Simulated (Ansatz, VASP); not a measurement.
# SnPbSe3: VASP beside Ansatz, part 2 of 3

Wanted: the spread between two codes on one cell, functional and k mesh. The cell is generated by rule, not measured, and may not be a known phase. The cell is taken from a series of runs on this material, whose earlier steps may have relaxed, scaled, displaced or heated it; both programs get it as it stands.

VASP 6.6.1 and Ansatz 0.2.0.

So far: Starting point; Ansatz: zone-centre phonons, LDA.

## 3. VASP: zone-centre phonons, LDA

Level of this step: LDA; plane waves and PAW (Sn_d, Pb_d, Se); invented cell (VASP).

The same cell, functional (in two slightly different forms), mesh and smearing now go to VASP, with its own data sets.

Lines of VASP's logs that name or quote its potential files are left out, and so is its time.

Contents of INCAR:

```
SYSTEM = SnPbSe3
PREC = Accurate
ENCUT = 500
EDIFF = 1E-08
NELM = 120
ISMEAR = -1
SIGMA = 0.27211
LREAL = .FALSE.
ALGO = Normal
GGA = CA
NBANDS = 29
LORBIT = 11
LWAVE = .FALSE.
LCHARG = .FALSE.
ISIF = 2
IBRION = 8
LASPH = .TRUE.
GGA_COMPAT = .FALSE.
KPAR = 2
```

Contents of POSCAR:

```
SnPbSe3
1.0
    5.2702502674      0.0000000000      0.0000000000
    0.0000000000      5.2702502674      0.0000000000
    0.0000000000      0.0000000000      5.2702502674
Sn Pb Se
1 1 3
Direct
    0.0000000000      0.0000000000      0.0000000000
    0.5000000000      0.5000000000      0.5000000000
    0.5000000000      0.5000000000      0.0000000000
    0.5000000000      0.0000000000      0.5000000000
    0.0000000000      0.5000000000      0.5000000000
```

Contents of KPOINTS:

```
Automatic mesh
0
Gamma
6 6 6
0 0 0
```

PAW data sets: Sn_d, Pb_d and Se (LDA family, release 64).

Launch:

```console
mpirun -np 2 vasp_std
```

The program printed:

```text
[banner, memory and clock lines left out]
running    2 mpi-ranks, on    1 nodes
 distrk:  each k-point on    1 cores,    2 groups
 distr:  one band on    1 cores,    1 groups

 POSCAR found type information on POSCAR SnPbSe
 POSCAR found :  3 types and       5 ions
 LDA part: xc-table for (Slater(with rela. corr.)+CA(PZ))
 , standard interpolation
 POSCAR, INCAR and KPOINTS ok, starting setup
 FFT: planning ... GRIDC
 FFT: planning ... GRID_SOFT
 FFT: planning ... GRID
 WAVECAR not read
 entering main loop
       N       E                     dE             d eps       ncg     rms          rms(c)
DAV:   1     0.448992280404E+03    0.44899E+03   -0.20308E+04  1180   0.165E+03
DAV:   2     0.416897778480E+02   -0.40730E+03   -0.39489E+03  1197   0.448E+02
DAV:   3    -0.178170617819E+02   -0.59507E+02   -0.56446E+02  1516   0.170E+02
DAV:   4    -0.208653622492E+02   -0.30483E+01   -0.30143E+01  1374   0.400E+01
DAV:   5    -0.209787289770E+02   -0.11337E+00   -0.11324E+00  1697   0.841E+00    0.561E+00
DAV:   6    -0.198292133841E+02    0.11495E+01   -0.15090E+00  1434   0.108E+01    0.322E+00
DAV:   7    -0.197822738461E+02    0.46940E-01   -0.38434E-01  1376   0.266E+00    0.151E+00
DAV:   8    -0.197772237334E+02    0.50501E-02   -0.88487E-02  1379   0.217E+00    0.527E-01
DAV:   9    -0.197687131517E+02    0.85106E-02   -0.16365E-02  1288   0.953E-01    0.107E-01
DAV:  10    -0.197688649996E+02   -0.15185E-03   -0.24736E-03  1499   0.245E-01    0.745E-02
DAV:  11    -0.197688285158E+02    0.36484E-04   -0.43203E-04  1421   0.113E-01    0.335E-02
DAV:  12    -0.197687821251E+02    0.46391E-04   -0.85313E-05  1303   0.487E-02    0.532E-03
DAV:  13    -0.197687815481E+02    0.57705E-06   -0.98897E-06  1451   0.177E-02    0.116E-03
DAV:  14    -0.197687816040E+02   -0.55908E-07   -0.74005E-07  1461   0.670E-03    0.723E-04
DAV:  15    -0.197687815900E+02    0.14021E-07   -0.63343E-08  1272   0.216E-03    0.281E-04
DAV:  16    -0.197687815907E+02   -0.77671E-09   -0.89939E-09   874   0.623E-04
   1 F= -.19768782E+02 E0= -.19405277E+02  d E =-.727010E+00
 Linear response reoptimize wavefunctions to high precision
DAV:   1    -0.197687815908E+02   -0.11005E-09   -0.15844E-09   819   0.413E-04
DAV:   2    -0.197687815909E+02   -0.93678E-10   -0.44981E-10   760   0.179E-04
 Linear response DOF=           4
 Linear response progress:
  Degree of freedom:   1/  4
       N       E                     dE             d eps       ncg     rms          rms(c)
RMM:   1    -0.222691771742E+00   -0.22269E+00    0.14361E-01  3053   0.722E+00
RMM:   2    -0.226361767344E+00   -0.36700E-02   -0.13870E-02  3736   0.533E-01    0.646E-02
RMM:   3    -0.226203913230E+00    0.15785E-03   -0.18000E-03  4265   0.183E-01    0.250E-02
RMM:   4    -0.225932538370E+00    0.27137E-03   -0.21800E-04  4253   0.716E-02    0.144E-02
RMM:   5    -0.225858650206E+00    0.73888E-04   -0.37767E-05  4271   0.297E-02    0.870E-03
RMM:   6    -0.225831980648E+00    0.26670E-04   -0.70315E-06  4337   0.140E-02    0.315E-03
RMM:   7    -0.225839743076E+00   -0.77624E-05   -0.18070E-06  4514   0.664E-03    0.925E-04
RMM:   8    -0.225839389792E+00    0.35328E-06   -0.51119E-07  4362   0.341E-03    0.327E-04
RMM:   9    -0.225839538740E+00   -0.14895E-06   -0.17990E-07  4541   0.178E-03    0.140E-04
RMM:  10    -0.225840159828E+00   -0.62109E-06   -0.70223E-08  4554   0.934E-04    0.239E-05
RMM:  11    -0.225840230054E+00   -0.70226E-07   -0.56263E-08  4594   0.507E-04    0.165E-05
RMM:  12    -0.225840313371E+00   -0.83317E-07   -0.27925E-08  4418   0.302E-04    0.202E-05
RMM:  13    -0.225840413037E+00   -0.99667E-07   -0.23407E-08  4685   0.198E-04    0.496E-06
RMM:  14    -0.225840434277E+00   -0.21240E-07   -0.15131E-08  4396   0.135E-04    0.412E-06
RMM:  15    -0.225840484578E+00   -0.50301E-07   -0.54161E-09  4236   0.984E-05    0.150E-06
RMM:  16    -0.225840512751E+00   -0.28173E-07   -0.42374E-10  4221   0.770E-05    0.157E-06
RMM:  17    -0.225840509881E+00    0.28697E-08   -0.87633E-10  3845   0.643E-05    0.928E-07
 first order change of Fermi-energy   0.11515E-03
 force on displaced ion       1 direction 1 :   2.869   0.000   0.000
 Linear response progress:
  Degree of freedom:   2/  4
       N       E                     dE             d eps       ncg     rms          rms(c)
RMM:   1    -0.339767537846E+00   -0.33977E+00    0.19563E-02  3237   0.454E+00
RMM:   2    -0.341773413972E+00   -0.20059E-02   -0.16945E-02  3749   0.800E-01    0.970E-02
RMM:   3    -0.341839672474E+00   -0.66259E-04   -0.19378E-03  4237   0.243E-01    0.552E-02
RMM:   4    -0.341660443029E+00    0.17923E-03   -0.23170E-04  4101   0.891E-02    0.686E-03
RMM:   5    -0.341654070767E+00    0.63723E-05   -0.48883E-05  4298   0.361E-02    0.180E-03
RMM:   6    -0.341668603707E+00   -0.14533E-04   -0.57503E-06  4231   0.139E-02    0.546E-04
RMM:   7    -0.341669909612E+00   -0.13059E-05   -0.10505E-06  4218   0.564E-03    0.296E-04
RMM:   8    -0.341670198726E+00   -0.28911E-06   -0.24282E-07  4146   0.241E-03    0.496E-05
RMM:   9    -0.341670487833E+00   -0.28911E-06   -0.64373E-08  4280   0.115E-03    0.176E-05
RMM:  10    -0.341670623606E+00   -0.13577E-06   -0.24741E-08  4284   0.538E-04    0.121E-05
RMM:  11    -0.341670706514E+00   -0.82908E-07   -0.54615E-10  4119   0.282E-04    0.298E-06
RMM:  12    -0.341670705109E+00    0.14051E-08   -0.96649E-09  3806   0.161E-04    0.560E-06
 first order change of Fermi-energy   0.26478E-03
 force on displaced ion       2 direction 1 :  -7.917   0.000  -0.000
 Linear response progress:
  Degree of freedom:   3/  4
       N       E                     dE             d eps       ncg     rms          rms(c)
RMM:   1    -0.929040580269E-01   -0.92904E-01    0.33714E-02  7242   0.940E-01
RMM:   2    -0.895255006391E-01    0.33786E-02   -0.61420E-03  6770   0.337E-01    0.397E-02
RMM:   3    -0.897787337069E-01   -0.25323E-03   -0.11633E-03  6463   0.150E-01    0.213E-02
RMM:   4    -0.899751400958E-01   -0.19641E-03   -0.14478E-04  6754   0.568E-02    0.901E-03
RMM:   5    -0.900328674179E-01   -0.57727E-04   -0.27975E-05  7084   0.260E-02    0.453E-03
RMM:   6    -0.900218455034E-01    0.11022E-04   -0.42425E-06  6879   0.104E-02    0.995E-04
RMM:   7    -0.900302842215E-01   -0.84387E-05   -0.68836E-07  6608   0.437E-03    0.548E-04
RMM:   8    -0.900265022087E-01    0.37820E-05   -0.10605E-08  6957   0.178E-03    0.121E-04
RMM:   9    -0.900262685510E-01    0.23366E-06   -0.17521E-08  7171   0.725E-04    0.529E-05
RMM:  10    -0.900264885959E-01   -0.22004E-06    0.55288E-09  7248   0.319E-04    0.212E-05
RMM:  11    -0.900264798730E-01    0.87229E-08    0.98218E-09  7443   0.131E-04    0.130E-05
 first order change of Fermi-energy  -0.97405E-04
 force on displaced ion       3 direction 1 :   2.122   0.000   0.000
 Linear response progress:
  Degree of freedom:   4/  4
       N       E                     dE             d eps       ncg     rms          rms(c)
RMM:   1    -0.980475499074E-01   -0.98048E-01    0.21584E-02  4342   0.131E+00
RMM:   2    -0.891884357057E-01    0.88591E-02   -0.91102E-03  4244   0.452E-01    0.120E-01
RMM:   3    -0.896059375854E-01   -0.41750E-03   -0.13153E-03  4038   0.182E-01    0.518E-02
RMM:   4    -0.898637916783E-01   -0.25785E-03   -0.33293E-04  4214   0.861E-02    0.830E-03
RMM:   5    -0.898775360974E-01   -0.13744E-04   -0.45315E-05  4280   0.340E-02    0.495E-03
RMM:   6    -0.898906494959E-01   -0.13113E-04   -0.12367E-05  4372   0.168E-02    0.131E-03
RMM:   7    -0.898970726305E-01   -0.64231E-05   -0.12400E-06  4010   0.634E-03    0.109E-03
RMM:   8    -0.899009347140E-01   -0.38621E-05   -0.35779E-07  4423   0.300E-03    0.158E-04
RMM:   9    -0.899000802670E-01    0.85445E-06   -0.71636E-08  4151   0.119E-03    0.977E-05
RMM:  10    -0.898999956971E-01    0.84570E-07   -0.76384E-08  4562   0.516E-04    0.280E-05
RMM:  11    -0.899002632083E-01   -0.26751E-06   -0.13108E-08  4306   0.225E-04    0.127E-05
RMM:  12    -0.899002086631E-01    0.54545E-07    0.69436E-10  4422   0.112E-04    0.295E-06
RMM:  13    -0.899001947135E-01    0.13950E-07   -0.16879E-08  4458   0.604E-05    0.180E-06
RMM:  14    -0.899002013008E-01   -0.65872E-08    0.18369E-08  4006   0.398E-05    0.698E-07
 first order change of Fermi-energy  -0.48467E-03
 force on displaced ion       3 direction 3 :   0.000  -0.000 -12.605
 Linear response finished
```

(Part 2 of 3 ends here.)

[Lines on the potential files, build, host, timing and source positions are cut from VASP's logs without a mark.]

[Logs are printed without paths, hosts, clocks, repeated set-up lines and the standing remarks that a program may print on its own settings, such as how far it seeks lower states.]

[Hosts, paths, dates, database ids (printed as entryN), source tags and the programs' standing remarks are cut or masked in the printed files.]
